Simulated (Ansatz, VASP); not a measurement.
**BTe in VASP and in Ansatz**

```
B Te
1.0
     3.20124    0.00000    0.00000
    -1.60062    2.77236    0.00000
     0.00000    0.00000    5.23056
B Te
2 2
Direct
  0.00000 0.00000 0.00000
  0.00000 0.00000 0.50000
  0.33333 0.66667 0.25000
  0.66667 0.33333 0.75000
```

The cell comes from a database or a generator and needn't be the stable form of this composition.

Alike in both runs: task relaxation of cell and atoms; functional PBE; k mesh 9 × 9 × 4; occupations gaussian, width 0.1 eV; no spin polarisation.

```csv
,VASP,Ansatz
version,VASP 6.6.1,Ansatz 0.2.0
potentials or method,"VASP PAW PBE potentials, release 64 (B, Te)","scalar-relativistic, plane waves, PAW"
plane-wave cutoff (eV),600,420
valence electrons in the cell,18,38
```

|  | VASP | Ansatz | Ansatz less VASP |
| --- | --- | --- | --- |
| gap on the k mesh at the Fermi level, each at its own relaxed structure (eV) | none | none | - |
| relaxed volume (Å³/atom) | 16.88 | 16.83 | -0.052 |
| relaxed cell length with the largest relative difference (Å) | 3.523 | 3.520 | -0.0038 |
| energy change over the relaxation (meV/atom) | -994 | -991 | +2.9 |

A gap of «none» marks a metal or a gap that the smearing closes. The two sets of potentials don't hold the same shells in valence.

Caveats: the volume moved by over 15 % at a fixed basis, so the end points are rough (VASP). Spin-orbit coupling is left out, which matters for the levels of Te.
